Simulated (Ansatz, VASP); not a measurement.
# Cross-check of Ge (Germanium) between VASP and Ansatz, part 2 of 2

One calculation is typed for both programs; each brings its own data sets. How far apart do they land? The cell is taken from a series of runs on this material, whose earlier steps may have relaxed, scaled, displaced or heated it; both programs get it as it stands.

VASP 6.6.1 and Ansatz 0.2.0.

So far: Set-up; VASP: zone-centre phonons, LDA.

This is not the structure that Ge takes at ambient pressure and room temperature (diamond type); it is a model or a phase of other conditions.

**2. VASP: zone-centre phonons, LDA (continued)**

Level of this step: LDA; plane waves and PAW (Ge_d) (VASP).

Numbers of over 12 decimals in the logs are rounded to 6 here.

Parts of OUTCAR (step 2):

```text
ion  position               nearest neighbor table
   1  0.500  0.500  0.500-   2 2.47   2 2.47   2 2.47   2 2.48
   2  0.750  0.750  0.750-   1 2.47   1 2.47   1 2.47   1 2.48

  LATTYP: Found a body centered tetragonal cell.
 ALAT       =     4.1339900238
 C/A-ratio  =     1.3168892829

 Subroutine GETGRP returns: Found  4 space group operations
 (whereof  2 operations were pure point group operations)

The static configuration has the point symmetry C_1h.
 The point group associated with its full space group is C_2h.

   k-points           NKPTS =   1728   k-points in BZ     NKDIM =   1728   number of bands    NBANDS=     20

   dimension x,y,z NGX =    30 NGY =   30 NGZ =   30
   dimension x,y,z NGXF=    60 NGYF=   60 NGZF=   60

   ENCUT  =  500.0 eV  36.75 Ry    6.06 a.u.   7.28  7.28  7.54*2*pi/ulx,y,z

   NELECT =      28.0000    total number of electrons

 k-points in reciprocal lattice and weights: Points of the shifted mesh
   0.04166667  0.04166667  0.04166667       0.001
   0.04166667  0.04166667  0.12500000       0.001
   0.04166667  0.04166667  0.20833333       0.001
   0.04166667  0.04166667  0.29166667       0.001
   0.04166667  0.04166667  0.37500000       0.001
   0.04166667  0.04166667  0.45833333       0.001
   0.04166667  0.04166667  0.54166667       0.001
   0.04166667  0.04166667  0.62500000       0.001
   0.04166667  0.04166667  0.70833333       0.001
[...]
0.95833333  0.95833333  0.87500000       0.001
   0.95833333  0.95833333  0.95833333       0.001

 average (electrostatic) potential at core
       1 -75.6439       2 -75.6439

  Total       -1.2926868     -1.2926868      0.0105167     -0.0182881     -0.0103339     -0.0103339
  in kB      -44.5221736    -44.5221736      0.3622119     -0.6298703     -0.3559156     -0.3559157
  external PRESSURE =     -29.5607117 kB  Pullay stress =       0.0000000 kB

  energy-cutoff  :      500.00
  volume of cell :       46.52
      direct lattice vectors                 reciprocal lattice vectors
     0.000000000  2.923172379  2.722003579    -0.171047046  0.171047046  0.183688223
     2.923172379  0.000000000  2.722003579     0.171047046 -0.171047046  0.183688223
     2.923172379  2.923172379  0.000000000     0.171047046  0.171047046 -0.183688223

 POSITION                                       TOTAL-FORCE (eV/Angst)
 -----------------------------------------------------------------------------------
      2.92294      2.92294      2.72142         0.001883      0.001883      0.001323
      4.38499      4.38499      4.08359        -0.001883     -0.001883     -0.001323
 -----------------------------------------------------------------------------------
    total drift:                                0.000000      0.000000      0.000000

 Eigenvectors and eigenvalues of the dynamical matrix
 ----------------------------------------------------

   1 f  =    8.240125 THz    51.774234 2PiTHz  274.860993 cm-1    34.078405 meV
             X         Y         Z           dx          dy          dz
      2.922940  2.922940  2.721420    -0.500000    0.500000    0.000000
      4.384991  4.384991  4.083589     0.500000   -0.500000   -0.000000

   2 f  =    8.238674 THz    51.765113 2PiTHz  274.812573 cm-1    34.072401 meV
             X         Y         Z           dx          dy          dz
      2.922940  2.922940  2.721420    -0.191956   -0.191956    0.652921
      4.384991  4.384991  4.083589     0.191956    0.191956   -0.652921

   3 f  =    8.162051 THz    51.283681 2PiTHz  272.256725 cm-1    33.755517 meV
             X         Y         Z           dx          dy          dz
      2.922940  2.922940  2.721420    -0.461685   -0.461685   -0.271467
      4.384991  4.384991  4.083589     0.461685    0.461685    0.271467

   4 f  =    0.000000 THz     0.000001 2PiTHz    0.000006 cm-1     0.000001 meV
             X         Y         Z           dx          dy          dz
      2.922940  2.922940  2.721420     0.061195   -0.561768   -0.425055
      4.384991  4.384991  4.083589     0.061195   -0.561768   -0.425055

   5 f  =    0.000000 THz     0.000000 2PiTHz    0.000001 cm-1     0.000000 meV
             X         Y         Z           dx          dy          dz
      2.922940  2.922940  2.721420    -0.622356    0.156779   -0.296805
      4.384991  4.384991  4.083589    -0.622356    0.156779   -0.296805

   6 f/i=    0.000000 THz     0.000000 2PiTHz    0.000002 cm-1     0.000000 meV
             X         Y         Z           dx          dy          dz
      2.922940  2.922940  2.721420     0.330042    0.399796   -0.480869
      4.384991  4.384991  4.083589     0.330042    0.399796   -0.480869

 ELASTIC MODULI CONTR FROM IONIC RELAXATION (kBar)
 Direction    XX          YY          ZZ          XY          YZ          ZX
 --------------------------------------------------------------------------------
 XX          -1.5992     -1.5760      0.4555      7.6986     10.7449     11.9720
 YY          -1.5760     -1.5992      0.4555      8.1077     12.5339      9.7685
 ZZ           0.4555      0.4555     -0.1498     -0.4325     -4.0479     -3.3611
 XY           7.6986      8.1077     -0.4325   -219.5812     -5.5464    -11.3816
 YZ          10.7449     12.5339     -4.0479     -5.5464   -180.6199     -3.7238
 ZX          11.9720      9.7685     -3.3611    -11.3816     -3.7238   -182.1477
 --------------------------------------------------------------------------------
```

**3. Ansatz: zone-centre phonons, LDA**

Ansatz runs on its PAW soft_1 files.

The same cell, functional (in two slightly different forms), mesh and smearing now go to Ansatz, which takes its cutoff from its data sets.

input.yaml

```yaml
crystal:
  lattice:
    - [0.0, 2.9231723792, 2.7220035789]
    - [2.9231723792, 0.0, 2.7220035789]
    - [2.9231723792, 2.9231723792, 0.0]
  atoms:
    - { symbol: Ge, position: [0.4998928365, 0.4998928365, 0.5000275769] }
    - { symbol: Ge, position: [0.7501071635, 0.7501071635, 0.7499724231] }
kpoints:
  mp_grid: { grid: [12, 12, 12], shift: [0.5, 0.5, 0.5] }
hamiltonian:
  xc: lda
  pseudopotentials: { kind: paw, azcp: { folder: soft_1 }, xc_functional: pbe }
scf:
  occupations: { method: gaussian, width: 0.015 }
output:
  eigenvalues: true
phonons:
  method: dfpt
```

Started as:

```
$ ansatz run input.yaml --threads 4 --pin off --max-ram 10240MiB --backend cpu --events-out ev --progress --plain --runs-dir out
```

Output:

```text
Engine: ansatz 0.2.0, aarch64-unknown-linux-gnu
Pseudopotentials: kind: paw
Pseudopotential: Ge, paw, valence charge 14, recommended cutoff 420 eV (normal), soft_1/Ge.paw.azcp
Functional definition: SPW92
  exchange = slater_x
  correlation = pw_c
Crystal: 2 atoms, lattice volume = 46.519 Å³
Basis set: ecut = 420 eV, 925 PW (Γ), exchange–correlation on 64×64×64 points (8 copies of the dense FFT grid, shifted against one another)
Bands: 18, of which v1, the nominal top of the filled ones, is band 14 counted from 1 (13 counted from 0)
Symmetry: 4 space group operations
k-points: 864 of 1728 (irreducible under 1 space group operation, time reversal used)
Non-local potential: Ge, projectors of the file, l = 0: 2, l = 1: 2, l = 2: 3, l = 3: 1
PAW form: soft (Blöchl's): semilocal exchange-correlation on the pseudo side does not see the compensation charge
PAW frozen core: Ge, regenerated for the run's functional, and the local potential with it (the file was generated under x = pbe(κ = 0.804, μ = 0.219515), c = pbe(β = 0.066725))
PAW one-centre angular grid: Ge, 590 points (default); XC on 64 Gauss nodes
Initial density: superposition of atomic densities (chi_scale 0.1, normalization cell)
Initial wavefunctions: pseudopotential atomic-orbital guess
Functional: x = slater, c = lda
SCF iter   1: F=—  HF=-8431.525446 eV  |F-HF|=—  |Δ(HF+E_count)|=         —  Δρ=3.29e-2  dr2=4.65e-1  ethr=3.10e-3  ⟨swp⟩=6.0  Hψ=72041  notcnv=0
preconditioner: auto → none  [insulator: Δε(μ)=0.112 eV  Ē_g=23.266 eV  σ=0.015 eV  W_gap=0.64  n_scr=14 (ndim 8)  ℏωp=28.8 eV  f_vac=0.000  D(μ)=0.26/eV (n_scr^D=0)  ε∞_Penn≈2.5]
SCF iter   2: F=—  HF=-8431.416128 eV  |F-HF|=—  |Δ(HF+E_count)|=   1.09e-1  Δρ=1.51e-2  dr2=7.78e-2  ethr=1.66e-3  ⟨swp⟩=2.0  Hψ=25904  notcnv=0
SCF iter   3: F=—  HF=-8431.401977 eV  |F-HF|=—  |Δ(HF+E_count)|=   1.42e-2  Δρ=1.77e-3  dr2=3.79e-4  ethr=2.78e-4  ⟨swp⟩=2.1  Hψ=22552  notcnv=0
SCF iter   4: F=—  HF=-8431.402131 eV  |F-HF|=—  |Δ(HF+E_count)|=   1.54e-4  Δρ=1.51e-4  dr2=8.46e-6  ethr=1.35e-6  ⟨swp⟩=2.0  Hψ=24924  notcnv=0
SCF iter   5: F=—  HF=-8431.402110 eV  |F-HF|=—  |Δ(HF+E_count)|=   2.11e-5  Δρ=1.10e-4  dr2=4.39e-6  ethr=3.02e-8  ⟨swp⟩=2.0  Hψ=27650  notcnv=0
SCF iter   6: F=—  HF=-8431.402104 eV  |F-HF|=—  |Δ(HF+E_count)|=   5.37e-6  Δρ=3.42e-5  dr2=4.24e-7  ethr=1.57e-8  ⟨swp⟩=2.0  Hψ=27649  notcnv=0
SCF iter   7: F=—  HF=-8431.402104 eV  |F-HF|=—  |Δ(HF+E_count)|=   8.22e-7  Δρ=6.53e-6  dr2=1.30e-8  ethr=1.52e-9  ⟨swp⟩=2.0  Hψ=27649  notcnv=0
SCF iter   8: F=—  HF=-8431.402104 eV  |F-HF|=—  |Δ(HF+E_count)|=   1.74e-8  Δρ=5.47e-7  dr2=7.36e-11  ethr=4.63e-11  ⟨swp⟩=2.0  Hψ=27649  notcnv=0
SCF iter   9: F=-8431.402104 eV  HF=-8431.402104 eV  |F-HF|=1.82e-12  |Δ(HF+E_count)|=  8.91e-11  Δρ=3.40e-8  dr2=2.42e-13  ethr=1.00e-12  ⟨swp⟩=5.1  Hψ=67519  notcnv=0
SCF 1 converged in 9 iterations: F = -8431.402104 eV  dr2 = 2.42e-13
  greatest PAW one-centre occupation: 0.998 electrons in one spin orbital (limit 2), on the Ge atom at site 1 (counted from 0), in its partial waves of l = 2
DFPT response loops at Γ: preconditioner auto → Kerker (q_TF=auto, 2.507 Å⁻¹) (partly filled bands, converged f_vac=0.065); β = 1.00, the filter's whole step (`scf.mixing.beta` (0.50) is not read by the response loops under this deck's `scf.mixing.preconditioner`; to damp them name `kerker` or `kerker_dos`, under which they read `scf.mixing.beta`, and type it under 1.00, their step now; both keys bind the ground state too); Broyden in place of MSR1
SCF converged after 9 iterations
Free energy (F): -8431.402104 eV
Harris-Foulkes:  -8431.402104 eV  (|F-HF|=1.82e-12)
Internal energy: -8431.402080 eV  (E = F + TS)
E sigma→0 (E₀):  -8431.402092 eV
Entropy (-TS):   -0.000023 eV (-0.012 meV/atom)
Fermi energy:    7.901173 eV
--- Per-component energies (eV) ---
  E_band       = -319.772711
  E_kinetic    = 185.828510
  E_local      = -4546.050851  (includes V_loc(G=0)·N_el)
  E_nonlocal   = 441.296181
  E_hartree    = 2159.804359
  E_xc         = -142.568931
  E_vxc        = -130.901240  (∫ρ·V_xc dr)
  E_paw        = -3868.435010  (= ΣΔE_a)
  E_vpaw       = -589.554018  (= ΣTr[D̂ρ^β])
  E_aug_tail   = 0.000022  (compensation charges beyond the density's cutoff)
  E_ewald      = -2665.093013
  E_core_change = 3.816653  (= ΣΔE_core)
  E_smearing   = -0.000023  (= −TS)
  E_closure    = -0.000000  (closes the sum)
  Σ components = -8431.402104   (vs F -8431.402104, Δ=0.00e0)
--- Band table (eV; the first three rows and the last of 864) ---
  k-point 0: bands = [... 10 lower, -4.7039, 6.8885, 7.6641, 7.9289, 8.3499, 10.2341, 10.5930, 10.6134]
  k-point 1: bands = [... 10 lower, -4.5980, 5.7646, 7.5700, 7.6453, 8.7613, 10.7044, 10.8046, 10.9115]
  k-point 2: bands = [... 10 lower, -4.3309, 4.3235, 7.1847, 7.2319, 8.7417, 11.0656, 11.3243, 12.0377]
  k-point 863: bands = [... 10 lower, -2.6926, 0.3730, 6.0314, 6.7120, 8.0451, 11.3719, 11.9099, 14.9866]
--- Phonons (Γ-DFPT): 2 representative perturbations + reference, on 864 of 1728 k-points (Σ response iterations 6) ---
  k mesh reduced under 1 symmetry operation, with k and −k counted as one. Each operation leaves every solved perturbation unchanged. A smaller set is not used because it would not reduce the number of displacements times k-points to solve
  ASR residual: 3.358e-5 → 0.000e0 eV/Å²; symmetrization residual: 1.978e-6 eV/Å²
  ASR residual per site (eV/Å²): 3.36e-5 3.36e-5
  Γ frequencies (cm⁻¹): 0.00 0.00 0.00 265.38 270.79 275.01
  non-analytic LO–TO correction: not included (Born effective charges unavailable; polar crystals: no LO–TO splitting at Γ)
```

In the SCF lines HF is the Harris–Foulkes energy and dr2 the Hartree energy of the density residual, in eV; the loop may stop once dr2 is under the threshold and the program's other checks hold. Hψ counts applications of the Hamiltonian.

**4. Side by side**

Known differences besides the potentials themselves: the two LDA forms differ slightly; the cutoff is 420 eV in Ansatz and 500 eV in VASP; VASP's log shows a relativistic correction to its local exchange, Ansatz's none. Total energies have different zeros and are not compared.

The two programs side by side:

```tsv
quantity	Ansatz	VASP	difference
optical mode 1 (cm⁻¹)	265.4	272.3	-2.53 %
optical mode 2 (cm⁻¹)	270.8	274.8	-1.46 %
optical mode 3 (cm⁻¹)	275.0	274.9	+0.05 %
```

Modes are paired by rising frequency, not by their patterns, so a pair may set unlike modes beside each other; they are those without the splitting of longitudinal modes.

**5. Outcome**

| Property | Result |
| --- | --- |
| r.m.s. difference of the optical zone-centre modes, each program's sorted by frequency (zone-centre phonons, LDA) | 4.6 cm⁻¹ |
| difference in optical mode 1 (zone-centre phonons, LDA) | -2.5 % |

In words: The r.m.s. difference of the optical zone-centre modes, each program's sorted by frequency is 4.6 cm⁻¹ (zone-centre phonons, LDA). Among the rows given in per cent, the largest difference of the zone-centre phonons, LDA pair is in optical mode 1, -2.5 %. How closely two codes agree says nothing of how well the functional describes the real material.

[Lines on the potential files, build, host, timing and source positions are cut from VASP's logs without a mark.]

[Logs are printed without paths, hosts, clocks, repeated set-up lines and the standing remarks that a program may print on its own settings, such as how far it seeks lower states.]

[Hosts, paths, dates, database ids (printed as entryN), source tags and the programs' standing remarks are cut or masked in the printed files.]
